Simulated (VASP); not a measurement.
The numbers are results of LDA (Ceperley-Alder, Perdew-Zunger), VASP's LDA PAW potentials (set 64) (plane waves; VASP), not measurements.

Input for VASP

**KPOINTS**
```
Automatic mesh
0
Gamma
7 7 4
0 0 0
```

**INCAR**
```
! general
SYSTEM =ZnS
PREC   =Accurate
ENCUT  =500   ! plane-wave cut-off (eV)
LREAL  =F
LASPH  =T

! electronic loop
EDIFF  =1E-6
NELM   =100   ! most electronic steps
ALGO   =Normal   ! blocked Davidson
LMAXMIX=4   ! l cut-off of mixed one-centre charges

! smearing
ISMEAR =0   ! Gaussian
SIGMA  =0.05

! ions
IBRION =2
NSW    =40
ISIF   =3   ! ions, shape and volume
EDIFFG =-0.02
PSTRESS=200   ! kbar

! output
LWAVE  =F
LCHARG =F
```

**POSCAR**
```
ZnS
1
    1.8119113825    -3.1383225262     0.0000000000
    1.8119113825     3.1383225262     0.0000000000
    0.0000000000     0.0000000000     5.9678714672
Zn S
2 2
Direct
  0.6666670000   0.3333330000   0.5009996909
  0.3333330000   0.6666670000   0.0009996909
  0.6666670000   0.3333330000   0.8740003091
  0.3333330000   0.6666670000   0.3740003091
```

POTCAR, in this order: Zn S (LDA.64 set). Program: vasp_std.

The resulting files:

**OUTCAR**
```
 ion  position               nearest neighbor table
   1  0.667  0.333  0.501-   4 2.23   4 2.23   4 2.23   3 2.23
   2  0.333  0.667  0.001-   3 2.23   3 2.23   3 2.23   4 2.23
   3  0.667  0.333  0.874-   2 2.23   2 2.23   2 2.23   1 2.23
   4  0.333  0.667  0.374-   1 2.23   1 2.23   1 2.23   2 2.23
  LATTYP: Found a hexagonal cell.
 ALAT       =     3.6238227242
 C/A-ratio  =     1.6468442088
 Subroutine PRICEL returns:
 Original cell was already a primitive cell.
 Subroutine GETGRP returns: Found 12 space group operations
The static configuration has the point symmetry C_3v.
 The point group associated with its full space group is C_6v.
The dynamic configuration has the point symmetry C_3v.
 Subroutine INISYM returns: Found 12 space group operations
 Subroutine IBZKPT returns following result:
 Found     24 irreducible k-points:

 Following reciprocal coordinates:
            Coordinates               Weight
  0.000000  0.000000  0.000000      1.000000
  0.142857 -0.000000  0.000000      6.000000
  0.285714 -0.000000  0.000000      6.000000
  0.428571  0.000000  0.000000      6.000000
  0.142857  0.142857  0.000000      6.000000
  0.285714  0.142857  0.000000     12.000000
  0.428571  0.142857  0.000000      6.000000
  0.285714  0.285714  0.000000      6.000000
  0.000000  0.000000  0.250000      2.000000
  0.142857 -0.000000  0.250000     12.000000
  0.285714 -0.000000  0.250000     12.000000
  0.428571  0.000000  0.250000     12.000000
  0.142857  0.142857  0.250000     12.000000
  0.285714  0.142857  0.250000     24.000000
  0.428571  0.142857  0.250000     12.000000
  0.285714  0.285714  0.250000     12.000000
  0.000000  0.000000  0.500000      1.000000
  0.142857 -0.000000  0.500000      6.000000
  0.285714 -0.000000  0.500000      6.000000
  0.428571  0.000000  0.500000      6.000000
...
```

File OSZICAR:
```
...
DAV:  12    -0.162092492605E+02    0.11031E-04   -0.57838E-05  1454   0.189E-01    0.422E-02
DAV:  13    -0.162092501178E+02   -0.85735E-06   -0.84313E-06  1206   0.230E-02
   1 F= -.77369097E+01 E0= -.77369097E+01  d E =-.773691E+01
       N       E                     dE             d eps       ncg     rms          rms(c)
DAV:   1    -0.260819034141E+02   -0.98727E+01   -0.12659E+02  1248   0.216E+02    0.279E+01
DAV:   2    -0.166895390116E+02    0.93924E+01   -0.70356E+01  1140   0.222E+02    0.111E+01
DAV:   3    -0.150630527863E+02    0.16265E+01   -0.83534E+00  1288   0.654E+01    0.452E+00
DAV:   4    -0.149185672432E+02    0.14449E+00   -0.24606E+00  1212   0.978E+00    0.432E+00
DAV:   5    -0.148943664769E+02    0.24201E-01   -0.33644E-02  1478   0.437E+00    0.404E+00
DAV:   6    -0.148440999106E+02    0.50267E-01   -0.13055E-01  1768   0.934E+00    0.128E+00
DAV:   7    -0.148378516434E+02    0.62483E-02   -0.68179E-02  1582   0.298E+00    0.130E+00
DAV:   8    -0.148386373446E+02   -0.78570E-03   -0.76768E-03  1142   0.643E-01    0.138E+00
DAV:   9    -0.148376503280E+02    0.98702E-03   -0.29888E-04  1596   0.365E-01    0.121E+00
DAV:  10    -0.148349218965E+02    0.27284E-02   -0.65350E-03  1552   0.144E+00    0.446E-01
DAV:  11    -0.148351283115E+02   -0.20642E-03   -0.16038E-03  1164   0.262E-01    0.408E-01
DAV:  12    -0.148351496784E+02   -0.21367E-04   -0.13511E-05  1368   0.364E-02    0.405E-01
DAV:  13    -0.148351955642E+02   -0.45886E-04   -0.11031E-05  1520   0.581E-02    0.412E-01
DAV:  14    -0.148352073960E+02   -0.11832E-04   -0.68640E-06  1272   0.383E-02    0.418E-01
DAV:  15    -0.148352054332E+02    0.19629E-05   -0.12467E-06   632   0.951E-03    0.418E-01
DAV:  16    -0.148351956511E+02    0.97821E-05   -0.30904E-07   546   0.392E-03    0.415E-01
DAV:  17    -0.148351840158E+02    0.11635E-04   -0.39132E-07   534   0.801E-03    0.408E-01
DAV:  18    -0.148351278726E+02    0.56143E-04   -0.10562E-05  1226   0.321E-02    0.375E-01
DAV:  19    -0.148350292826E+02    0.98590E-04   -0.45602E-05  1422   0.109E-01    0.303E-01
DAV:  20    -0.148348780536E+02    0.15123E-03   -0.21248E-04  1152   0.109E-01    0.152E-01
DAV:  21    -0.148348352787E+02    0.42775E-04   -0.10894E-04  1270   0.895E-02    0.452E-02
DAV:  22    -0.148348323936E+02    0.28851E-05   -0.85543E-06  1264   0.252E-02    0.171E-02
DAV:  23    -0.148348321307E+02    0.26290E-06   -0.28022E-07   552   0.863E-03
   2 F= -.76021032E+01 E0= -.76021032E+01  d E =0.134806E+00
       N       E                     dE             d eps       ncg     rms          rms(c)
DAV:   1    -0.188288985199E+02   -0.39941E+01   -0.44279E+01  1218   0.153E+02    0.127E+01
DAV:   2    -0.162649147550E+02    0.25640E+01   -0.89163E+00  1206   0.725E+01    0.563E+00
DAV:   3    -0.159333793086E+02    0.33154E+00   -0.53243E-01  1308   0.849E+00    0.309E+00
DAV:   4    -0.158162086626E+02    0.11717E+00   -0.11881E-01  1104   0.269E+00    0.719E-01
DAV:   5    -0.158116155972E+02    0.45931E-02   -0.75294E-03  1630   0.235E+00    0.467E-01
DAV:   6    -0.158112998707E+02    0.31573E-03   -0.93501E-03  1220   0.679E-01    0.130E-01
DAV:   7    -0.158111523005E+02    0.14757E-03   -0.51804E-04  1170   0.182E-01    0.850E-02
DAV:   8    -0.158111458412E+02    0.64593E-05   -0.40055E-04  1242   0.671E-01    0.449E-02
DAV:   9    -0.158111239860E+02    0.21855E-04   -0.15190E-04  1206   0.366E-01    0.649E-03
DAV:  10    -0.158111252011E+02   -0.12151E-05   -0.16211E-05  1574   0.438E-02    0.103E-02
DAV:  11    -0.158111250954E+02    0.10570E-06   -0.95145E-07   576   0.947E-03
   3 F= -.78852197E+01 E0= -.78852197E+01  d E =-.148310E+00
       N       E                     dE             d eps       ncg     rms          rms(c)
DAV:   1    -0.158005372354E+02    0.10588E-01   -0.10922E-02  1236   0.224E+00    0.211E-01
DAV:   2    -0.157998406570E+02    0.69658E-03   -0.29197E-03  1206   0.158E+00    0.879E-02
DAV:   3    -0.157997578370E+02    0.82820E-04   -0.94827E-05  1252   0.110E-01    0.426E-02
DAV:   4    -0.157997317878E+02    0.26049E-04   -0.24952E-05  1414   0.434E-02    0.218E-02
DAV:   5    -0.157997286702E+02    0.31176E-05   -0.13418E-06   678   0.334E-02    0.814E-03
DAV:   6    -0.157997284755E+02    0.19470E-06   -0.43497E-06   984   0.179E-02
   4 F= -.78853080E+01 E0= -.78853080E+01  d E =-.148398E+00
       N       E                     dE             d eps       ncg     rms          rms(c)
DAV:   1    -0.157895334038E+02    0.10195E-01   -0.10061E-02  1242   0.213E+00    0.206E-01
DAV:   2    -0.157888850926E+02    0.64831E-03   -0.26780E-03  1206   0.150E+00    0.844E-02
DAV:   3    -0.157888077252E+02    0.77367E-04   -0.95858E-05  1332   0.109E-01    0.401E-02
DAV:   4    -0.157887854703E+02    0.22255E-04   -0.22554E-05  1416   0.437E-02    0.218E-02
DAV:   5    -0.157887822080E+02    0.32623E-05   -0.13200E-06   684   0.339E-02    0.689E-03
DAV:   6    -0.157887820814E+02    0.12658E-06   -0.39462E-06   996   0.173E-02
   5 F= -.78852626E+01 E0= -.78852626E+01  d E =-.148353E+00
       N       E                     dE             d eps       ncg     rms          rms(c)
DAV:   1    -0.158102797416E+02   -0.21498E-01   -0.75433E-02  1214   0.402E+00    0.395E-01
DAV:   2    -0.158082720778E+02    0.20077E-02   -0.13273E-02  1268   0.266E+00    0.174E-01
DAV:   3    -0.158079556286E+02    0.31645E-03   -0.82127E-04  1238   0.280E-01    0.886E-02
DAV:   4    -0.158078332173E+02    0.12241E-03   -0.13299E-04  1230   0.114E-01    0.311E-02
DAV:   5    -0.158078252153E+02    0.80020E-05   -0.24790E-05  1334   0.101E-01    0.131E-02
DAV:   6    -0.158078259418E+02   -0.72648E-06   -0.16362E-05  1092   0.404E-02    0.397E-03
DAV:   7    -0.158078257903E+02    0.15152E-06   -0.82162E-07   558   0.153E-02
   6 F= -.78857316E+01 E0= -.78857316E+01  d E =-.469026E-03
       N       E                     dE             d eps       ncg     rms          rms(c)
DAV:   1    -0.158112205414E+02   -0.33946E-02   -0.23695E-03  1214   0.717E-01    0.699E-02
DAV:   2    -0.158111580584E+02    0.62483E-04   -0.41927E-04  1268   0.474E-01    0.304E-02
DAV:   3    -0.158111482955E+02    0.97630E-05   -0.25709E-05  1244   0.501E-02    0.155E-02
DAV:   4    -0.158111444890E+02    0.38065E-05   -0.41653E-06  1158   0.203E-02    0.554E-03
DAV:   5    -0.158111442213E+02    0.26765E-06   -0.61529E-07   546   0.180E-02
   7 F= -.78857573E+01 E0= -.78857573E+01  d E =-.494748E-03
       N       E                     dE             d eps       ncg     rms          rms(c)
DAV:   1    -0.158063499884E+02    0.47945E-02   -0.30418E-02  1152   0.166E+00    0.167E-01
DAV:   2    -0.158059529172E+02    0.39707E-03   -0.21354E-03  1390   0.935E-01    0.852E-02
DAV:   3    -0.158058388166E+02    0.11410E-03   -0.22140E-04  1262   0.168E-01    0.394E-02
DAV:   4    -0.158058096750E+02    0.29142E-04   -0.58992E-05  1236   0.812E-02    0.140E-02
DAV:   5    -0.158058094213E+02    0.25372E-06   -0.13366E-05  1204   0.571E-02    0.667E-03
DAV:   6    -0.158058095327E+02   -0.11147E-06   -0.35005E-06   852   0.285E-02
   8 F= -.78860628E+01 E0= -.78860628E+01  d E =-.305470E-03
       N       E                     dE             d eps       ncg     rms          rms(c)
DAV:   1    -0.157941988620E+02    0.11611E-01   -0.27412E-01  1152   0.496E+00    0.505E-01
DAV:   2    -0.157905889211E+02    0.36099E-02   -0.19323E-02  1382   0.282E+00    0.256E-01
DAV:   3    -0.157895656796E+02    0.10232E-02   -0.20335E-03  1262   0.510E-01    0.118E-01
DAV:   4    -0.157893045296E+02    0.26115E-03   -0.52833E-04  1248   0.243E-01    0.432E-02
DAV:   5    -0.157893017878E+02    0.27419E-05   -0.11812E-04  1230   0.168E-01    0.203E-02
DAV:   6    -0.157893029309E+02   -0.11432E-05   -0.32448E-05  1272   0.839E-02    0.758E-03
DAV:   7    -0.157893026019E+02    0.32902E-06   -0.27072E-06   780   0.399E-02
   9 F= -.78865247E+01 E0= -.78865247E+01  d E =-.767397E-03
```

OUTCAR:
```
------------------------ aborting loop because EDIFF is reached ----------------------------------------
  FORCE on cell =-STRESS in cart. coord.  units (eV):
  Direction    XX          YY          ZZ          XY          YZ          ZX
  --------------------------------------------------------------------------------------
  Total        7.9729107      7.9729103      7.9827108      0.0000000      0.0000000      0.0000000
  in kB      201.7748919    201.7748802    202.0229067      0.0000000      0.0000000      0.0000000
  external PRESSURE =       1.8575596 kB  Pullay stress =     200.0000000 kB
  volume of cell :       63.31
      direct lattice vectors                 reciprocal lattice vectors
     1.765494033 -3.057925277  0.000000000     0.283206848 -0.163509555  0.000000000
     1.765494033  3.057925277  0.000000000     0.283206848  0.163509555  0.000000000
     0.000000000  0.000000000  5.863234208     0.000000000  0.000000000  0.170554333
  FREE ENERGIE OF THE ION-ELECTRON SYSTEM (eV)
  ---------------------------------------------------
  free  energy   TOTEN  =       -15.7893026019 eV

  energy  without entropy=      -15.7893026019  energy(sigma->0) =      -15.78930260
  enthalpy is  TOTEN    =        -7.8865247432 eV   P V=        7.9027778587

 reached required accuracy - stopping structural energy minimisation
```
(Selected blocks of OUTCAR.)

File CONTCAR:
```
ZnS
   1.00000000000000
     1.7654940332934184   -3.0579252770578980    0.0000000000000000
     1.7654940332934184    3.0579252770578980    0.0000000000000000
     0.0000000000000000    0.0000000000000000    5.8632342075213613
  Zn              S
     2     2
Direct
     0.6666669999999968    0.3333330000000032    0.5023093976294488
     0.3333330000000032    0.6666669999999968    0.0023093976294489
     0.6666669999999968    0.3333330000000032    0.8726906023705512
     0.3333330000000032    0.6666669999999968    0.3726906023705511
```

Energy and stress use the plane-wave basis of the starting cell.

The compound is ZnS in the wurtzite structure, the high-temperature form. This run relaxes it under an external pressure of 20 GPa. Symmetry was kept, so distortions that lower it aren't found.
